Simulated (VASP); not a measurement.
# Sn3P2 (P1) in VASP: relaxation of cell and atoms with PBE

Aim: the relaxation of cell and atoms of Sn3P2 with PBE.

Everything below comes from runs of VASP 6.6.1. Logs are shortened: lines on timing, memory, paths and dates and some standing lists are left out, and cuts for length are marked.

## Step 1: Starting point

The typed cell holds 10 atoms: a = 17.951 Å, b = 9.029 Å, c = 8.723 Å, α = 26.90°, β = 26.37°, γ = 26.45°.

The cell was built by a generator and needn't be a form met in nature.

## Step 2: Relaxation of cell and atoms, PBE

File INCAR:

```
ALGO = Fast
EDIFF = 1E-5
EDIFFG = -0.03
ENCUT = 520
GGA = PE
IBRION = 2
ISIF = 3
ISMEAR = 0
ISYM = 0
KPAR = 8
LASPH = True
LCHARG = False
LREAL = Auto
LWAVE = False
NELM = 80
NSW = 110
PREC = Normal
SIGMA = 0.15
```

File KPOINTS:

```
k-points
0
Gamma
  4 7 7
```

File POSCAR:

```
Sn3P2
1.0
    4.0066959900      2.9914528900     17.2410324900
   -2.1164004800      1.5507944200      8.6397052700
   -0.0088359800     -2.0098327100      8.4887694800
Sn P
6 4
Direct
    0.1133358200      0.1872800600      0.2303632300
    0.6178041300      0.1998128800      0.2116480000
    0.3875244300      0.8058029600      0.7723513400
    0.8889837900      0.7743076100      0.8078511600
    0.5031517600      0.9847432600      0.0214484100
    0.9915649200      0.9969894700      0.0137042900
    0.3007143000      0.6103057500      0.5899575000
    0.7937985200      0.6141348600      0.5973447400
    0.1970995800      0.3989769600      0.3990062600
    0.7075838300      0.3872246700      0.3878786100
```

Potentials or basis: VASP PAW PBE potentials, release 64 (Sn_d, P).

Started as:

```bash
cat potpaw_PBE.64/Sn_d/POTCAR potpaw_PBE.64/P/POTCAR > POTCAR
mpirun -np 8 vasp_std > vasp.out
```

OUTCAR:

```text
EDIFF = 1E-5
   EDIFFG = -0.03
   ENCUT = 520
   GGA = PE
   IBRION = 2
   ISIF = 3
   ISMEAR = 0
   ISYM = 0
   LASPH = True
   LREAL = Auto
   NELM = 80
   NSW = 110
   PREC = Normal

 ion  position               nearest neighbor table
   1  0.113  0.187  0.230-   7 2.58   8 2.74   7 2.90   3 3.32   4 3.38   4 3.54   6 3.67
   2  0.618  0.200  0.212-   8 2.58   7 2.72   8 2.79   4 3.28   3 3.49   3 3.57
   3  0.388  0.806  0.772-   9 2.65  10 2.78   9 2.87   1 3.32   2 3.49   5 3.55   2 3.57
   4  0.889  0.774  0.808-   9 2.73  10 2.76  10 2.78   2 3.28   1 3.38   1 3.54
   5  0.503  0.985  0.021-  10 2.76   9 2.79   8 2.89  10 2.99   7 3.01   7 3.02   3 3.55
   6  0.992  0.997  0.014-  10 2.75   7 2.87   9 2.87   8 2.90   8 2.94   9 3.06   1 3.67
   7  0.301  0.610  0.590-   1 2.58   2 2.72   6 2.87   1 2.90   5 3.01   5 3.02
   8  0.794  0.614  0.597-   2 2.58   1 2.74   2 2.79   5 2.89   6 2.90   6 2.94
   9  0.197  0.399  0.399-   3 2.65   4 2.73   5 2.79   3 2.87   6 2.87   6 3.06
  10  0.708  0.387  0.388-   6 2.75   4 2.76   5 2.76   4 2.78   3 2.78   5 2.99

IMPORTANT INFORMATION: All symmetrisations will be switched off!
NOSYMM: (Re-)initialisation of all symmetry stuff for point group C_1.

----------------------------------------------------------------------------------------

                                     Primitive cell

  volume of cell :     249.4071

  direct lattice vectors                    reciprocal lattice vectors
     4.006695990  2.991452890 17.241032490     0.122405094  0.071727293  0.017109833
    -2.116400480  1.550794420  8.639705270    -0.240752355  0.136981910  0.032181748
    -0.008835980 -2.009832710  8.488769480    -0.003576585 -0.285098555  0.050297985

  length of vectors
    17.951479172  9.029320101  8.723457622     0.142900517  0.278857320  0.289523514

  position of ions in fractional coordinates (direct lattice)
     0.113335820  0.187280060  0.230363230
     0.617804130  0.199812880  0.211648000
     0.387524430  0.805802960  0.772351340
     0.888983790  0.774307610  0.807851160
     0.503151760  0.984743260  0.021448410
     0.991564920  0.996989470  0.013704290
     0.300714300  0.610305750  0.589957500
     0.793798520  0.614134860  0.597344740
     0.197099580  0.398976960  0.399006260
     0.707583830  0.387224670  0.387878610

  ion indices of the primitive-cell ions
   primitive index   ion index
                 1           1
                 2           2
                 3           3
                 4           4
                 5           5
                 6           6
                 7           7
                 8           8
                 9           9
                10          10

----------------------------------------------------------------------------------------

 KPOINTS: k-points

Automatic generation of k-mesh.
 Grid dimensions read from file:
 generate k-points for:    4    7    7

 Generating k-lattice:

  Cartesian coordinates                     Fractional coordinates (reciprocal lattice)
     0.030601273  0.017931823  0.004277458     0.250000000  0.000000000  0.000000000
    -0.034393194  0.019568844  0.004597393     0.000000000  0.142857143  0.000000000
    -0.000510941 -0.040728365  0.007185426     0.000000000  0.000000000  0.142857143

  Length of vectors
     0.035725129  0.039836760  0.041360502

  Shift w.r.t. Gamma in fractional coordinates (k-lattice)
     0.000000000  0.000000000  0.000000000

 Subroutine IBZKPT returns following result:
 ===========================================

 Found     99 irreducible k-points:

 Following reciprocal coordinates:
            Coordinates               Weight
  0.000000  0.000000  0.000000      1.000000
  0.250000  0.000000 -0.000000      2.000000
  0.500000  0.000000 -0.000000      1.000000
 -0.000000  0.142857 -0.000000      2.000000
  0.250000  0.142857  0.000000      2.000000
  0.500000  0.142857 -0.000000      2.000000
[... 16 lines left out ...]
 -0.250000  0.142857  0.142857      2.000000
  0.000000  0.285714  0.142857      2.000000
 [... further k-points ...]
   k-points           NKPTS =     99   k-points in BZ     NKDIM =     99   number of bands    NBANDS=     62
   number of dos      NEDOS =    301   number of ions     NIONS =     10
   total plane-waves  NPLWV = 250000
   dimension x,y,z NGX =   100 NGY =   50 NGZ =   50
   dimension x,y,z NGXF=   200 NGYF=  100 NGZF=  100
   ions per type =               6   4
   NGX,Y,Z   is equivalent  to a cutoff of   9.26,  9.21,  9.53 a.u.
   NGXF,Y,Z  is equivalent  to a cutoff of  18.52, 18.41, 19.06 a.u.
 SYSTEM =  unknown system
   PREC   = normal    normal or accurate (medium, high low for compatibility)
   ISTART =      0    job   : 0-new  1-cont  2-samecut
   ICHARG =      2    charge: 1-file 2-atom 10-const
   ISPIN  =      1    spin polarized calculation?
   LNONCOLLINEAR =      F non collinear calculations
   LSORBIT =      F    spin-orbit coupling
   LASPH  =      T    aspherical Exc in radial PAW
   ENCUT  =  520.0 eV  38.22 Ry    6.18 a.u.  33.38 16.79 16.22*2*pi/ulx,y,z
   NELM   =     80;   NELMIN=  2; NELMDL= -5     # of ELM steps
   EDIFF  = 0.1E-04   stopping-criterion for ELM
   LREAL  =      T    real-space projection
   EDIFFG = -.3E-01   stopping-criterion for IOM
   NSW    =    110    number of steps for IOM
   IBRION =      2    ionic relax: 0-MD 1-quasi-New 2-CG
   NFREE  =      1    steps in history (QN), initial steepest desc. (CG)
   ISIF   =      3    stress and relaxation
   ISYM   =      0    0-nonsym 1-usesym 2-fastsym
   POTIM  = 0.5000    time-step for ionic-motion
   TEBEG  =    0.0;   TEEND  =   0.0 temperature during run
   PSTRESS=    0.0 pullay stress
   NELECT =     104.0000    total number of electrons
   NUPDOWN=      -1.0000    fix difference up-down
   EMIN   =  10.00;   EMAX   =-10.00  energy-range for DOS
   EFERMI =   0.00;   METHOD = LEGACY
   ISMEAR =     0;   SIGMA  =   0.15  broadening in eV -4-tet -1-fermi 0-gaus
   EFERMI_NEDOS =   21; number of points for ismear=-14 and -15
   IALGO  =     68    algorithm
   IMIX   =      4    mixing-type and parameters
     AMIX     =   0.40;   BMIX     =  1.00
     AMIX_MAG =   1.60;   BMIX_MAG =  1.00
  volume/ion in A,a.u.               =      24.94       168.31
  Fermi-wavevector in a.u.,A,eV,Ry     =   1.223065  2.311258 20.352805  1.495889
  Thomas-Fermi vector in A             =   2.358190
   LORBIT       =      0    0 simple, 1 ext, 2 COOP (PROOUT), +10 PAW based schemes
   GGA     = PE    functional components
   LHFCALC =     F    Hartree Fock is set to
   AEXX    =    0.0000 exact exchange contribution
   IVDW    =     0    specifies the selected vdW correction
   LEPSILON=     F    determine dielectric tensor
   LRPA    =     F    only Hartree local field effects (RPA)
 conjugate gradient relaxation of ions
 non-spin polarized calculation
 RMM-DIIS sequential band-by-band and
 Gauss-broadening in eV      SIGMA  =   0.15
  energy-cutoff  :      520.00
  volume of cell :      249.41
 maximum number of plane-waves:      6750
   NGX = 67   NGY = 33   NGZ = 33

--------------------------------------- Ionic step        1  -------------------------------------------

 number of electron     104.0000019 magnetization

 Free energy of the ion-electron system (eV)
  ---------------------------------------------------
  ext. energy  EPLUGINS =         0.00000000
  ---------------------------------------------------
  free energy    TOTEN  =       -44.52147118 eV

  energy without entropy =      -44.48979707  energy(sigma->0) =      -44.50563413

------------------------ aborting loop because EDIFF is reached ----------------------------------------

  FORCE on cell =-STRESS in cart. coord.  units (eV):
  Direction    XX          YY          ZZ          XY          YZ          ZX
  --------------------------------------------------------------------------------------
  -------------------------------------------------------------------------------------
  Total        1.0052939     -2.4638163      0.9560880      0.6413795     -5.2410963      0.5958590
  in kB        6.4579523    -15.8274194      6.1418561      4.1201861    -33.6685121      3.8277655
  external PRESSURE =      -1.0758703 kB  Pullay stress =       0.0000000 kB
[... 73 lines left out ...]
  energy  without entropy=      -44.7707018478  energy(sigma->0) =      -44.78365819

--------------------------------------- Ionic step        3  -------------------------------------------

 number of electron     104.0000008 magnetization

 E-fermi :   7.2192     XC(G=0):  -9.9749

 val. band max:        7.2189135459   @ k =   0.0000   0.0000   0.0000
 cond. band min:       7.2405783280   @ k =  -0.2500   0.2857   0.2857
 fundamental gap:      0.0216647821
 Fermi energy:         7.2192214150

 k-point     1 :       0.0000    0.0000    0.0000
  band No.  band energies     occupation
      1     -14.5247      2.00000
      2     -14.5134      2.00000
      3     -14.5117      2.00000
      4     -14.5091      2.00000
      5     -14.5060      2.00000
      6     -14.5010      2.00000
[... 1588 lines left out ...]
  FREE ENERGIE OF THE ION-ELECTRON SYSTEM (eV)
  ---------------------------------------------------
  free  energy   TOTEN  =       -44.8174994175 eV

  energy  without entropy=      -44.7925416369  energy(sigma->0) =      -44.80502053

[... ionic steps 4 to 10 ...]

--------------------------------------- Ionic step       11  -------------------------------------------

 number of electron     103.9999976 magnetization

------------------------ aborting loop because EDIFF is reached ----------------------------------------

  FORCE on cell =-STRESS in cart. coord.  units (eV):
  Direction    XX          YY          ZZ          XY          YZ          ZX
  --------------------------------------------------------------------------------------
  -------------------------------------------------------------------------------------
  Total        0.2610392      0.1796841      0.0615646     -0.0304789      0.1267495     -0.0034655
  in kB        1.7132010      1.1792670      0.4040485     -0.2000334      0.8318576     -0.0227442
  external PRESSURE =       1.0988388 kB  Pullay stress =       0.0000000 kB
[... 73 lines left out ...]
  energy  without entropy=      -44.8888686178  energy(sigma->0) =      -44.90233117

--------------------------------------- Ionic step       13  -------------------------------------------

 number of electron     103.9999975 magnetization

 Free energy of the ion-electron system (eV)
  ---------------------------------------------------
  ext. energy  EPLUGINS =         0.00000000
  ---------------------------------------------------
  free energy    TOTEN  =       -44.91726612 eV

  energy without entropy =      -44.89049002  energy(sigma->0) =      -44.90387807

 E-fermi :   7.3816     XC(G=0): -10.0479

 val. band max:        7.3813625993   @ k =  -0.2500   0.1429   0.2857
 cond. band min:       7.3898725883   @ k =   0.2500  -0.1429   0.2857
 fundamental gap:      0.0085099890
 Fermi energy:         7.3816194933

 k-point     1 :       0.0000    0.0000    0.0000
  band No.  band energies     occupation
      1     -14.3691      2.00000
      2     -14.3512      2.00000
      3     -14.3511      2.00000
      4     -14.3487      2.00000
      5     -14.3466      2.00000
      6     -14.3410      2.00000
[... 1588 lines left out ...]
  FREE ENERGIE OF THE ION-ELECTRON SYSTEM (eV)
  ---------------------------------------------------
  free  energy   TOTEN  =       -44.9172661244 eV

  energy  without entropy=      -44.8904900225  energy(sigma->0) =      -44.90387807

 reached required accuracy - stopping structural energy minimisation
```

It took 50 min on 8 MPI ranks of AMD EPYC 9R45 (Zen 5), shared host; peak memory 1.2 GiB.

Results:

```yaml
Free_energy: -44.9173 eV
Relaxed_volume: 24.47 Å³/atom
Relaxed_cell: a = 17.926 Å, b = 8.972 Å, c = 8.968 Å, α = 26.04°, β = 26.03°, γ = 26.01°
Space_group_after_relaxing_to_0.05_Å: P-1 (No. 2)
Energy_gained_by_relaxing: 39.6 meV/atom
Ionic_steps: 13
Pressure_after_relaxing: -0.1 GPa
Largest_force_after_relaxing: 0.029 eV/Å
Band_gap_on_the_k_mesh: none (metal or under the smearing width)
```

Forces in eV/Å, atoms in the order of the input:
```
Sn  -0.013 -0.006  0.007
Sn  -0.007 -0.007  0.016
Sn   0.016 -0.014 -0.002
Sn   0.007  0.009 -0.018
Sn  -0.016  0.021 -0.002
Sn   0.006  0.008  0.012
P   -0.011 -0.004 -0.026
P    0.007 -0.015  0.000
P    0.017 -0.010  0.021
P   -0.005  0.017 -0.009
```

Stress tensor (GPa, compression positive):
```
-0.07 -0.04  0.07
-0.04 -0.15  0.00
 0.07  0.00 -0.18
```

The path:
```
step  energy change (eV)  largest force (eV/Å)  pressure (GPa)  volume (Å³)
   1              0.0000                0.7533           -0.11       249.41
   2             -0.2751                0.3692           -0.49       248.62
   3             -0.2960                0.3434           -0.40       248.25
   4             -0.3468                0.2506            0.05       245.79
   5             -0.3663                0.2164            0.61       243.19
   6             -0.3829                0.1190           -0.26       246.19
   7             -0.3831                0.1338           -0.14       245.88
   8             -0.3831                0.1219           -0.19       245.96
   9             -0.3882                0.0825           -0.13       245.33
  10             -0.3902                0.0727           -0.03       244.73
  11             -0.3940                0.0480            0.11       244.12
  12             -0.3943                0.0400            0.11       243.93
  13             -0.3958                0.0288           -0.13       244.65
```

Final structure:
```yaml
crystal:
  lattice:
    - [4.01262, 2.32538, 17.31572]
    - [-2.02965, 1.16412, 8.66153]
    - [-0.00858, -2.33680, 8.65845]
  atoms:
    - { symbol: Sn, position: [0.10947, 0.20548, 0.21414] }
    - { symbol: Sn, position: [0.60738, 0.21039, 0.21179] }
    - { symbol: Sn, position: [0.39121, 0.78863, 0.78898] }
    - { symbol: Sn, position: [0.89311, 0.78099, 0.79496] }
    - { symbol: Sn, position: [0.50066, 0.98926, 0.00972] }
    - { symbol: Sn, position: [0.99823, 0.99798, 0.00381] }
    - { symbol: P, position: [0.30214, 0.59458, 0.60276] }
    - { symbol: P, position: [0.80078, 0.59842, 0.59950] }
    - { symbol: P, position: [0.19859, 0.39985, 0.40037] }
    - { symbol: P, position: [0.69998, 0.39401, 0.40552] }
```

Levels at points of the mesh, in eV from the Fermi level:
```tsv
k point	band 48	band 49	band 50	band 51	band 52	band 53	band 54	band 55	band 56	band 57
(0.00, 0.00, 0.00)	-1.55	-1.48	-1.45	-0.61	-0.06	0.11	1.50	1.51	1.81	1.86
(0.50, 0.00, 0.00)	-2.19	-2.06	-2.05	-0.48	-0.47	1.48	1.51	1.52	1.54	2.11
```
